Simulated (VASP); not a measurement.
Cu2B: band structure with PBE

The system is Cu2B.

```xyz
6
Lattice="0.0000 3.2835 3.2835 3.2835 0.0000 3.2835 3.2835 3.2835 0.0000" Properties=species:S:1:pos:R:3 pbc="T T T"
Cu    0.8209    0.8209    0.8209
Cu    0.8209    2.4626    2.4626
Cu    2.4626    2.4626    0.8209
Cu    2.4626    0.8209    2.4626
B     3.2835    3.2835    3.2835
B     4.9252    4.9252    4.9252
```

The cell was built by a generator and needn't be a form met in nature.

* Program: VASP 6.6.1
* Task: band structure
* Functional: PBE
* Potentials or basis: VASP PAW PBE potentials, release 64 (Cu, B)
* Cutoff: 900 eV
* k mesh: 5 × 5 × 5
* Occupations: fermi-dirac, width 0.05 eV
* Spin: no spin polarisation
* Further INCAR settings: ALGO = Fast; EDIFF = 1e-06; NBANDS = 34

| Item | Value |
| --- | --- |
| Band gap along the path | none (metal or under the smearing width) |

Levels at the corners of the path, in eV from the Fermi level:
```tsv
point	band 23	band 24	band 25	band 26	band 27	band 28
Γ	-0.79	-0.79	-0.79	1.09	1.17	1.17
X	-1.54	-1.54	-0.75	-0.75	3.73	3.73
X	-1.54	-1.54	-0.75	-0.75	3.73	3.73
W	-1.79	-1.79	1.07	1.07	1.23	1.23
W	-1.79	-1.79	1.07	1.07	1.23	1.23
K	-1.78	-1.39	-0.71	0.93	2.14	2.91
K	-1.78	-1.39	-0.71	0.93	2.14	2.91
Γ	-0.79	-0.79	-0.79	1.09	1.17	1.17
Γ	-0.79	-0.79	-0.79	1.09	1.17	1.17
L	-1.07	-0.74	-0.74	-0.11	1.69	1.69
L	-1.07	-0.74	-0.74	-0.11	1.69	1.69
U	-1.78	-1.39	-0.71	0.93	2.14	2.91
U	-1.78	-1.39	-0.71	0.93	2.14	2.91
W	-1.79	-1.79	1.07	1.07	1.23	1.23
W	-1.79	-1.79	1.07	1.07	1.23	1.23
L	-1.07	-0.74	-0.74	-0.11	1.69	1.69
L	-1.07	-0.74	-0.74	-0.11	1.69	1.69
K	-1.78	-1.39	-0.71	0.93	2.14	2.91
U	-1.78	-1.39	-0.71	0.93	2.14	2.91
X	-1.54	-1.54	-0.75	-0.75	3.73	3.73
```

It took 16 min on 1 thread of AMD EPYC 7R13 Processor (Zen 3), on a shared host, peak memory 0.73 GiB.

Caveat: the log is that of the step along the path at fixed density, whose energy, stress, charges and moments have no meaning.
